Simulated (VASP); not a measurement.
# HfOs (R-3m) in VASP: notebook

One crystal, HfOs, is run at these levels: LDA; tasks: single point.

Program: VASP 6.6.1. These are calculated values, not measurements. Logs are shortened: lines on timing, memory, paths and dates and some standing lists are left out, and cuts for length are marked.

### 1 The crystal as given

It takes space group R-3m (No. 166, trigonal). The conventional cell has a = 5.135 Å, b = 5.135 Å, c = 4.465 Å, α = 90.00°, β = 90.00°, γ = 120.00°. Hf (site symmetry -3m) has 2 Os at 2.23 Å as nearest neighbours. Os (site symmetry -3m) has 2 Hf at 2.23 Å as nearest neighbours.

### 2 Single point, LDA

INCAR

```
SYSTEM = HfOs
PREC = Accurate ; ENCUT = 520
EDIFF = 1E-6 ; ISMEAR = 0
SIGMA = 0.15 ; LREAL = .False.
LASPH = .True. ; NELM = 60
ALGO = Fast ; ISIF = 2
LWAVE = .False. ; LCHARG = .True.
GGA = CA ; LELF = .True.
LVHAR = .True. ; NBANDS = 16
```

KPOINTS

```
regular mesh
0
Gamma
  16 16 16
  0 0 0
```

POSCAR

```
HfOs
1.0
    3.2797408913     -0.3509685825     -0.3509685825
   -0.3509685825      3.2797408913     -0.3509685825
   -0.3509685825     -0.3509685825      3.2797408913
Hf Os
1 1
Direct
    0.0000000000      0.0000000000      0.0000000000
    0.5000000000      0.5000000000      0.5000000000
```

Potentials or basis: VASP PAW LDA potentials, release 64 (Hf_pv, Os).

Command:

```console
> cat potpaw_LDA.64/Hf_pv/POTCAR potpaw_LDA.64/Os/POTCAR > POTCAR
> mpirun -np 1 vasp_std > vasp.out
```

OUTCAR:

```text
SYSTEM = HfOs
   PREC = Accurate
   ENCUT = 520
   EDIFF = 1E-6
   ISMEAR = 0
   LREAL = .False.
   LASPH = .True.
   NELM = 60
   ISIF = 2
   GGA = CA

 ion  position               nearest neighbor table
   1  0.000  0.000  0.000-   2 2.23   2 2.23   2 3.06   2 3.06   2 3.06   2 3.06   2 3.06   2 3.06

   2  0.500  0.500  0.500-   1 2.23   1 2.23   1 3.06   1 3.06   1 3.06   1 3.06   1 3.06   1 3.06

  LATTYP: Found a trigonal (rhomboedric) cell.
 ALAT       =     3.3170858002
 COS(alpha) =    -0.1980352223

  Lattice vectors:

 A1 = (   3.2797408913,  -0.3509685825,  -0.3509685825)
 A2 = (  -0.3509685825,   3.2797408913,  -0.3509685825)
 A3 = (  -0.3509685825,  -0.3509685825,   3.2797408913)

Analysis of symmetry for initial positions (statically):
=====================================================================
 Subroutine PRICEL returns:
 Original cell was already a primitive cell.

 Routine SETGRP: Setting up the symmetry group for a
 trigonal (rhombohedral) supercell.

 Subroutine GETGRP returns: Found 12 space group operations
 (whereof 12 operations were pure point group operations)
 out of a pool of 12 trial point group operations.

The static configuration has the point symmetry D_3d.

Analysis of symmetry for dynamics (positions and initial velocities):
=====================================================================
 Subroutine PRICEL returns:
 Original cell was already a primitive cell.

 Routine SETGRP: Setting up the symmetry group for a
 trigonal (rhombohedral) supercell.

 Subroutine GETGRP returns: Found 12 space group operations
 (whereof 12 operations were pure point group operations)
 out of a pool of 12 trial point group operations.

The dynamic configuration has the point symmetry D_3d.

 Subroutine INISYM returns: Found 12 space group operations
 (whereof 12 operations are pure point group operations),
 and found     1 'primitive' translations

----------------------------------------------------------------------------------------

                                     Primitive cell

  volume of cell :      33.9807

  direct lattice vectors                    reciprocal lattice vectors
     3.279740891 -0.350968583 -0.350968583     0.312927884  0.037499623  0.037499623
    -0.350968583  3.279740891 -0.350968583     0.037499623  0.312927884  0.037499623
    -0.350968583 -0.350968583  3.279740891     0.037499623  0.037499623  0.312927884

  length of vectors
     3.317085800  3.317085800  3.317085800     0.317389830  0.317389830  0.317389830

  position of ions in fractional coordinates (direct lattice)
     0.000000000  0.000000000  0.000000000
     0.500000000  0.500000000  0.500000000

  ion indices of the primitive-cell ions
   primitive index   ion index
                 1           1
                 2           2

----------------------------------------------------------------------------------------

 KPOINTS: regular mesh

Automatic generation of k-mesh.
 Grid dimensions read from file:
 generate k-points for:   16   16   16

 Generating k-lattice:

  Cartesian coordinates                     Fractional coordinates (reciprocal lattice)
     0.019557993  0.002343726  0.002343726     0.062500000 -0.000000000  0.000000000
     0.002343726  0.019557993  0.002343726    -0.000000000  0.062500000  0.000000000
     0.002343726  0.002343726  0.019557993     0.000000000  0.000000000  0.062500000

  Length of vectors
     0.019836864  0.019836864  0.019836864

  Shift w.r.t. Gamma in fractional coordinates (k-lattice)
     0.000000000  0.000000000  0.000000000

 Subroutine IBZKPT returns following result:
 ===========================================

 Found    417 irreducible k-points:

 Following reciprocal coordinates:
            Coordinates               Weight
  0.000000  0.000000  0.000000      1.000000
  0.062500 -0.000000 -0.000000      6.000000
  0.125000 -0.000000 -0.000000      6.000000
  0.187500 -0.000000 -0.000000      6.000000
  0.250000 -0.000000 -0.000000      6.000000
  0.312500 -0.000000 -0.000000      6.000000
[... 16 lines left out ...]
 -0.125000  0.062500  0.000000     12.000000
 -0.062500  0.062500  0.000000      6.000000
 [... further k-points ...]
   k-points           NKPTS =    417   k-points in BZ     NKDIM =    417   number of bands    NBANDS=     16
   number of dos      NEDOS =    301   number of ions     NIONS =      2
   total plane-waves  NPLWV =  21952
   dimension x,y,z NGX =    28 NGY =   28 NGZ =   28
   dimension x,y,z NGXF=    56 NGYF=   56 NGZF=   56
   ions per type =               1   1
   NGX,Y,Z   is equivalent  to a cutoff of  14.03, 14.03, 14.03 a.u.
   NGXF,Y,Z  is equivalent  to a cutoff of  28.07, 28.07, 28.07 a.u.
 SYSTEM =  HfOs
   PREC   = accura    normal or accurate (medium, high low for compatibility)
   ISTART =      0    job   : 0-new  1-cont  2-samecut
   ICHARG =      2    charge: 1-file 2-atom 10-const
   ISPIN  =      1    spin polarized calculation?
   LNONCOLLINEAR =      F non collinear calculations
   LSORBIT =      F    spin-orbit coupling
   LASPH  =      T    aspherical Exc in radial PAW
   ENCUT  =  520.0 eV  38.22 Ry    6.18 a.u.   6.17  6.17  6.17*2*pi/ulx,y,z
   NELM   =     60;   NELMIN=  2; NELMDL= -5     # of ELM steps
   EDIFF  = 0.1E-05   stopping-criterion for ELM
   LREAL  =      F    real-space projection
   EDIFFG = 0.1E-04   stopping-criterion for IOM
   NSW    =      0    number of steps for IOM
   IBRION =     -1    ionic relax: 0-MD 1-quasi-New 2-CG
   NFREE  =      0    steps in history (QN), initial steepest desc. (CG)
   ISIF   =      2    stress and relaxation
   ISYM   =      2    0-nonsym 1-usesym 2-fastsym
   POTIM  = 0.5000    time-step for ionic-motion
   TEBEG  =    0.0;   TEEND  =   0.0 temperature during run
   PSTRESS=    0.0 pullay stress
   NELECT =      18.0000    total number of electrons
   NUPDOWN=      -1.0000    fix difference up-down
   EMIN   =  10.00;   EMAX   =-10.00  energy-range for DOS
   EFERMI =   0.00;   METHOD = LEGACY
   ISMEAR =     0;   SIGMA  =   0.15  broadening in eV -4-tet -1-fermi 0-gaus
   EFERMI_NEDOS =   21; number of points for ismear=-14 and -15
   IALGO  =     68    algorithm
   IMIX   =      4    mixing-type and parameters
     AMIX     =   0.40;   BMIX     =  1.00
     AMIX_MAG =   1.60;   BMIX_MAG =  1.00
  volume/ion in A,a.u.               =      16.99       114.66
  Fermi-wavevector in a.u.,A,eV,Ry     =   1.324610  2.503150 23.872671  1.754592
  Thomas-Fermi vector in A             =   2.454132
   LORBIT       =      0    0 simple, 1 ext, 2 COOP (PROOUT), +10 PAW based schemes
   GGA     = CA    functional components
   LHFCALC =     F    Hartree Fock is set to
   AEXX    =    0.0000 exact exchange contribution
   IVDW    =     0    specifies the selected vdW correction
   LEPSILON=     F    determine dielectric tensor
   LRPA    =     F    only Hartree local field effects (RPA)
 non-spin polarized calculation
 RMM-DIIS sequential band-by-band and
 Gauss-broadening in eV      SIGMA  =   0.15
  energy-cutoff  :      520.00
  volume of cell :       33.98
 maximum number of plane-waves:       942
 NGX is ok and might be reduce to    28

 number of electron      17.9999999 magnetization

 Free energy of the ion-electron system (eV)
  ---------------------------------------------------
  ext. energy  EPLUGINS =         0.00000000
  ---------------------------------------------------
  free energy    TOTEN  =       -21.96412515 eV

  energy without entropy =      -21.95417462  energy(sigma->0) =      -21.95914988

 E-fermi :   6.9832     XC(G=0): -12.7979

 val. band max:        6.9830297932   @ k =  -0.4375   0.5000   0.4375
 cond. band min:       6.9858602978   @ k =  -0.1250  -0.3750   0.0625
 fundamental gap:      0.0028305047
 Fermi energy:         6.9831806378

 k-point     1 :       0.0000    0.0000    0.0000
  band No.  band energies     occupation
      1     -23.4697      2.00000
      2     -23.1652      2.00000
      3     -23.1652      2.00000
      4      -1.7025      2.00000
      5       1.2606      2.00000
      6       1.2606      2.00000
[... 8 lines left out ...]
     15      14.8908      0.00000
     16      14.8908      0.00000

 k-point     2 :       0.0625   -0.0000   -0.0000
  band No.  band energies     occupation
      1     -23.4921      2.00000
      2     -23.1753      2.00000
      3     -23.1649      2.00000
      4      -1.6058      2.00000
      5       1.3173      2.00000
      6       1.3257      2.00000
[... 8 lines left out ...]
     15      15.2293      0.00000
     16      15.6388      0.00000

 k-point     3 :       0.1250   -0.0000   -0.0000
  band No.  band energies     occupation
      1     -23.5565      2.00000
      2     -23.2028      2.00000
      3     -23.1641      2.00000
      4      -1.3234      2.00000
      5       1.4858      2.00000
      6       1.5131      2.00000
[... 8 lines left out ...]
     15      16.0464      0.00000
     16      16.4195      0.00000

 k-point     4 :       0.1875   -0.0000   -0.0000
  band No.  band energies     occupation
      1     -23.6533      2.00000
      2     -23.2419      2.00000
      3     -23.1628      2.00000
      4      -0.8761      2.00000
      5       1.7599      2.00000
      6       1.7986      2.00000
[... 8 lines left out ...]
     15      16.2209      0.00000
     16      17.0954      0.00000
[... 324 lines left out ...]
 k-point    22 :      -0.1875    0.0625    0.0000
  band No.  band energies     occupation
      1     -23.5686      2.00000
      2     -23.2417      2.00000
      3     -23.1660      2.00000
      4      -0.9181      2.00000
      5       1.5869      2.00000
      6       1.7500      2.00000
[... 8 lines left out ...]
     15      16.3487      0.00000
     16      17.7221      0.00000

 k-point    23 :      -0.1250    0.0625    0.0000
  band No.  band energies     occupation
      1     -23.4993      2.00000
      2     -23.2042      2.00000
      3     -23.1679      2.00000
      4      -1.3284      2.00000
      5       1.3884      2.00000
      6       1.4988      2.00000
[... 8 lines left out ...]
     15      15.7473      0.00000
     16      17.4220      0.00000

 k-point    24 :      -0.0625    0.0625    0.0000
  band No.  band energies     occupation
      1     -23.4730      2.00000
      2     -23.1795      2.00000
      3     -23.1681      2.00000
      4      -1.5616      2.00000
      5       1.2972      2.00000
      6       1.3505      2.00000
[... 8 lines left out ...]
     15      15.2465      0.00000
     16      16.5093      0.00000

 [... further k-points ...]

------------------------ aborting loop because EDIFF is reached ----------------------------------------

  FORCE on cell =-STRESS in cart. coord.  units (eV):
  Direction    XX          YY          ZZ          XY          YZ          ZX
  --------------------------------------------------------------------------------------
  -------------------------------------------------------------------------------------
  Total        5.6634419      5.6634419      5.6634419     10.2882634     10.2882634     10.2882634
  in kB      267.0288526    267.0288526    267.0288526    485.0871965    485.0871965    485.0871965
  external PRESSURE =     267.0288526 kB  Pullay stress =       0.0000000 kB

 VOLUME and BASIS-vectors are now :
 -----------------------------------------------------------------------------
  energy-cutoff  :      520.00
  volume of cell :       33.98
      direct lattice vectors                 reciprocal lattice vectors
     3.279740891 -0.350968583 -0.350968583     0.312927884  0.037499623  0.037499623
    -0.350968583  3.279740891 -0.350968583     0.037499623  0.312927884  0.037499623
    -0.350968583 -0.350968583  3.279740891     0.037499623  0.037499623  0.312927884

 POSITION                                       TOTAL-FORCE (eV/Angst)
 -----------------------------------------------------------------------------------
      0.00000      0.00000      0.00000        -0.000000      0.000000     -0.000000
      1.28890      1.28890      1.28890         0.000000     -0.000000      0.000000
 -----------------------------------------------------------------------------------
    total drift:                               -0.000000      0.000000      0.000000

  FREE ENERGIE OF THE ION-ELECTRON SYSTEM (eV)
  ---------------------------------------------------
  free  energy   TOTEN  =       -21.9641251471 eV

  energy  without entropy=      -21.9541746229  energy(sigma->0) =      -21.95914988
```

Run time: 94 s. Hardware: 1 thread of Intel Xeon 6975P-C (Granite Rapids), shared host; peak memory 0.35 GiB.

Results:

```
Free energy            : -21.9641 eV
Pressure               : 26.7 GPa
Band gap on the k mesh : none (metal or under the smearing width)
```

Stress tensor (GPa, compression positive):
```
26.70 48.51 48.51
48.51 26.70 48.51
48.51 48.51 26.70
```

Levels at points of the mesh, in eV from the Fermi level:
```csv
k point,band 7,band 8,band 9,band 10,band 11,band 12
"(0.00, 0.00, 0.00)",-4.84,-1.89,-1.89,3.52,3.52,6.35
"(0.50, 0.00, 0.00)",-1.86,-1.27,-1.14,-0.29,1.03,1.96
"(0.50, 0.50, 0.00)",-3.72,-0.46,-0.17,0.59,3.32,4.57
"(0.50, 0.50, 0.50)",-2.62,-0.87,-0.08,-0.08,0.97,4.14
```

Caveat: so large a pressure means that the cell lies far from this level's equilibrium, or that cutoff or potentials fall short. Spin-orbit coupling is left out, which matters for the levels of Hf, Os.

### 3 Single point, LDA

This run uses another cell than the first one, of the same volume but with other edges.

INCAR

```
PREC = Accurate
ENCUT = 520
EDIFF = 1E-6
ISMEAR = 0
SIGMA = 0.15
LREAL = False
LASPH = True
NELM = 60
ALGO = Fast
ISIF = 2
LWAVE = False
LCHARG = False
GGA = CA
NBANDS = 16
```

KPOINTS

```
Automatic mesh
0
Gamma
  16 16 16
```

POSCAR

```
HfOs
1.0
    3.4007369005     -0.6801473801     -0.6801473801
   -0.6801473801      3.4007369005     -0.6801473801
   -0.6801473801     -0.6801473801      3.4007369005
Hf Os
1 1
Direct
    0.0000000000      0.0000000000      0.0000000000
    0.5000000000      0.5000000000      0.5000000000
```

Potentials or basis: VASP PAW LDA potentials, release 64 (Hf_pv, Os).

Command:

```console
> cat potpaw_LDA.64/Hf_pv/POTCAR potpaw_LDA.64/Os/POTCAR > POTCAR
> mpirun -np 1 vasp_std > vasp.out
```

Wall time 2 min (1 thread of Intel Xeon 6975P-C (Granite Rapids), shared host); peak memory 0.35 GiB.

It converged, with:

* Free energy: -6.1776 eV
* Pressure: 177.8 GPa
* Band gap on the k mesh: none (metal or under the smearing width)

Stress tensor (GPa, compression positive):
```
177.79 191.90 191.90
191.90 177.79 191.90
191.90 191.90 177.79
```

Levels at points of the mesh, in eV from the Fermi level:
```
           k point  band 6  band 7  band 8  band 9  band 10  band 11  band 12  band 13
(0.00, 0.00, 0.00)   -9.10   -5.62   -3.95   -3.95     4.20     4.20     8.19     8.59
(0.50, 0.00, 0.00)   -3.36   -2.22   -2.17   -1.30    -1.05     1.02     1.46     3.42
(0.50, 0.00, 0.50)   -7.72   -5.76   -1.54   -1.41     0.86     4.18     4.90     5.27
(0.50, 0.50, 0.50)   -2.59   -2.59   -1.48   -1.48    -0.43     2.78     2.78     3.16
```

Caveat: a pressure of tens of GPa on the cell as given is suspect, and the run, the potentials or the cell itself is likely at fault. The run has no spin-orbit coupling, so splittings on Hf, Os are missing.

### 4 Single point, LDA

This run uses another cell than the first one, of the same volume but with other edges.

INCAR

```
ALGO = Fast
EDIFF = 1E-7
ENCUT = 520
GGA = CA
ISIF = 2
ISMEAR = 0
LASPH = True
LCHARG = False
LREAL = False
LWAVE = False
NBANDS = 16
NELM = 60
PREC = Accurate
SIGMA = 0.15
```

KPOINTS

```
k-points
0
Gamma
  16 16 16
```

POSCAR

```
HfOs
1.0
    3.3282245860     -0.5120345517     -0.5120345517
   -0.5120345517      3.3282245860     -0.5120345517
   -0.5120345517     -0.5120345517      3.3282245860
Hf Os
1 1
Direct
    0.0000000000      0.0000000000      0.0000000000
    0.5000000000      0.5000000000      0.5000000000
```

Command:

```console
> cat potpaw_LDA.64/Hf_pv/POTCAR potpaw_LDA.64/Os/POTCAR > POTCAR
> mpirun -np 1 vasp_std > vasp.out
```

Run time: 2 min. Hardware: 1 thread of Intel Xeon 6975P-C (Granite Rapids), shared host; peak memory 0.35 GiB.

It converged, with:

```
Free energy            : -16.9793 eV
Pressure               : 76.9 GPa
Band gap on the k mesh : none (metal or under the smearing width)
```

Stress tensor (GPa, compression positive):
```
76.89 96.59 96.59
96.59 76.89 96.59
96.59 96.59 76.89
```

Levels at points of the mesh, in eV from the Fermi level:
```csv
k point,band 6,band 7,band 8,band 9,band 10,band 11,band 12,band 13
"(0.00, 0.00, 0.00)",-6.84,-6.37,-2.67,-2.67,3.58,3.58,7.48,8.69
"(0.50, 0.00, 0.00)",-3.38,-2.07,-1.79,-1.26,-0.17,1.89,1.92,3.35
"(0.50, 0.50, 0.00)",-5.76,-5.53,-0.92,-0.38,0.77,4.06,4.67,4.70
"(0.50, 0.50, 0.50)",-2.70,-2.70,-0.73,-0.73,0.27,3.63,3.96,3.96
```

Caveat: a pressure of tens of GPa on the cell as given is suspect, and the run, the potentials or the cell itself is likely at fault.
